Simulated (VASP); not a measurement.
Input for VASP

### POSCAR
```
KBr
1
    0.0000000000     3.2988230000     3.2988230000
    3.2988230000     0.0000000000     3.2988230000
    3.2988230000     3.2988230000     0.0000000000
K Br
1 1
Direct
  0.0000000000   0.0000000000   0.0000000000
  0.5000000000   0.5000000000   0.5000000000
```

### INCAR
```
# general
SYSTEM  = KBr
PREC    = Accurate
ENCUT   = 300   # plane-wave cut-off (eV)
LREAL   = .False.   # projection in real space or not
LASPH   = .True.

# electronic loop
EDIFF   = 1E-6
NELM    = 100
ALGO    = Normal
LMAXMIX = 4   # l cut-off of mixed one-centre charges

# smearing
ISMEAR  = 0
SIGMA   = 0.01

# functional
GGA     = PE

# ions
ISIF    = 2   # forces and stress, cell fixed

# output
LWAVE   = .False.
LCHARG  = .False.
```

File KPOINTS:
```
kpoints
0
gamma
3 3 3
```

POTCAR, in this order: K_sv Br (PBE.64 set). Program: vasp_std.

Write an equivalent input for Quantum ESPRESSO's pw.x.

One equivalent input (not run):
```
&CONTROL
  calculation = 'scf'
  pseudo_dir = './pseudo'
  outdir = './out'
  tprnfor = .true.
  tstress = .true.
/
&SYSTEM
  ibrav = 0
  nat = 2
  ntyp = 2
  ecutwfc = 74
  occupations = 'smearing'
  smearing = 'gaussian'
  degauss = 0.000735
  input_dft = 'pbe'
/
&ELECTRONS
  conv_thr = 7.3e-08
  electron_maxstep = 100
/
ATOMIC_SPECIES
  K 39.098 K.upf
  Br 79.904 Br.upf
CELL_PARAMETERS angstrom
     0.0000000    3.2988230    3.2988230
     3.2988230    0.0000000    3.2988230
     3.2988230    3.2988230    0.0000000
ATOMIC_POSITIONS crystal
  K    0.0000000  0.0000000  0.0000000
  Br   0.5000000  0.5000000  0.5000000
K_POINTS automatic
  3 3 3 0 0 0
```
What does not carry over: the potentials are each code's own (VASP's PAW set, PseudoDojo norm-conserving files in pw.x), so ENCUT and ecutwfc are chosen apart and not converted; conv_thr bounds pw.x's estimated SCF error, while EDIFF bounds the energy change between steps.

The structure comes from a computed database's KBr entry; how it stands against other phases isn't given here. The cell was not relaxed at this level. The k-mesh is coarse (spacing up to 0.55 per Å, 2π included), so the numbers may not be converged in it. The run is one of a series of settings (KPOINTS 3×3×3 Γ-centred mesh against the base run), some of them coarse on purpose.
